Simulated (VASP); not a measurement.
Output of a VASP run:

File OSZICAR:
```
       N       E                     dE             d eps       ncg     rms          rms(c)
DAV:   1     0.155862474220E+02    0.15586E+02   -0.49553E+03  3042   0.902E+02
DAV:   2    -0.245251892663E+02   -0.40111E+02   -0.38170E+02  3067   0.188E+02
DAV:   3    -0.248280376669E+02   -0.30285E+00   -0.30274E+00  3557   0.200E+01
DAV:   4    -0.248288775837E+02   -0.83992E-03   -0.83991E-03  3384   0.941E-01
DAV:   5    -0.248288864703E+02   -0.88867E-05   -0.88870E-05  3351   0.849E-02    0.585E+00
DAV:   6    -0.212055620082E+02    0.36233E+01   -0.79562E+00  2984   0.322E+01    0.507E+00
DAV:   7    -0.213476887487E+02   -0.14213E+00   -0.53392E-01  2989   0.737E+00    0.245E+00
DAV:   8    -0.213372753678E+02    0.10413E-01   -0.31874E-02  2990   0.171E+00    0.150E-01
DAV:   9    -0.213495486385E+02   -0.12273E-01   -0.31063E-02  3056   0.139E+00    0.181E-01
DAV:  10    -0.213510787584E+02   -0.15301E-02   -0.25692E-03  3017   0.590E-01    0.686E-02
DAV:  11    -0.213538154599E+02   -0.27367E-02   -0.50397E-03  3039   0.596E-01    0.658E-02
DAV:  12    -0.213535599624E+02    0.25550E-03   -0.15844E-04  3308   0.135E-01    0.497E-02
DAV:  13    -0.213537261420E+02   -0.16618E-03   -0.19657E-04  3053   0.151E-01    0.205E-02
DAV:  14    -0.213537755882E+02   -0.49446E-04   -0.84428E-05  3139   0.765E-02    0.612E-03
DAV:  15    -0.213537757057E+02   -0.11747E-06   -0.36664E-06  1549   0.208E-02
   1 F= -.21353776E+02 E0= -.21353816E+02  d E =-.213538E+02
```

### OUTCAR
```
------------------------ aborting loop because EDIFF is reached ----------------------------------------
  FORCE on cell =-STRESS in cart. coord.  units (eV):
  Direction    XX          YY          ZZ          XY          YZ          ZX
  --------------------------------------------------------------------------------------
  Total       -0.0391558     -0.0391558     -0.0391558     -0.0000000      0.0000000      0.0000000
  in kB       -3.6230278     -3.6230278     -3.6230278     -0.0000000      0.0000000      0.0000000
  external PRESSURE =      -3.6230278 kB  Pullay stress =       0.0000000 kB
  volume of cell :       17.32
      direct lattice vectors                 reciprocal lattice vectors
     0.000000000  2.053375425  2.053375425    -0.243501502  0.243501502  0.243501502
     2.053375425  0.000000000  2.053375425     0.243501502 -0.243501502  0.243501502
     2.053375425  2.053375425  0.000000000     0.243501502  0.243501502 -0.243501502
 POSITION                                       TOTAL-FORCE (eV/Angst)
 -----------------------------------------------------------------------------------
      0.00000      0.00000      0.00000        -0.000000     -0.000000     -0.000000
 -----------------------------------------------------------------------------------
    total drift:                               -0.000000     -0.000000      0.000000
  FREE ENERGIE OF THE ION-ELECTRON SYSTEM (eV)
  ---------------------------------------------------
  free  energy   TOTEN  =       -21.3537757057 eV

  energy  without entropy=      -21.3538971385  energy(sigma->0) =      -21.35381618

 reached required accuracy - stopping structural energy minimisation
```
(Selected blocks of OUTCAR.)

**POSCAR**
```
Ag
1
   -0.0000000000     2.0533754251     2.0533754251
    2.0533754251    -0.0000000000     2.0533754251
    2.0533754251     2.0533754251    -0.0000000000
Ag
1
Direct
  0.0000000000   0.0000000000   0.0000000000
```

Problem. Write an INCAR and KPOINTS that could have produced this output.

Solution. One answer among several that fit: the input of the run itself, r2SCAN meta-GGA, plane waves, VASP's PBE PAW potentials (set 64).

### KPOINTS
```
Automatic mesh
0
Gamma
17 17 17
0 0 0
```

**INCAR**
```
! general
SYSTEM  = Ag
PREC    = Normal
ENCUT   = 400   ! plane-wave cut-off (eV)
LREAL   = .False.   ! projection in real space or not
LASPH   = .True.

! electronic loop
EDIFF   = 1E-5   ! SCF stop (eV)
NELM    = 100   ! most electronic steps
NELMIN  = 4
ALGO    = Normal
LMAXMIX = 4   ! l cut-off of mixed one-centre charges
LMIXTAU = .True.

! smearing
ISMEAR  = 1   ! Methfessel-Paxton
SIGMA   = 0.1   ! width (eV)

! functional
METAGGA = R2SCAN

! ions
IBRION  = 2
NSW     = 20   ! most ionic steps
ISIF    = 2   ! forces and stress, cell fixed
EDIFFG  = -0.03   ! ionic stop

! output
LWAVE   = .False.
LCHARG  = .False.
```

POTCAR, in this order: Ag (PBE.64 set). Program: vasp_std.

The compound is Ag in the fcc structure. It was relaxed first.
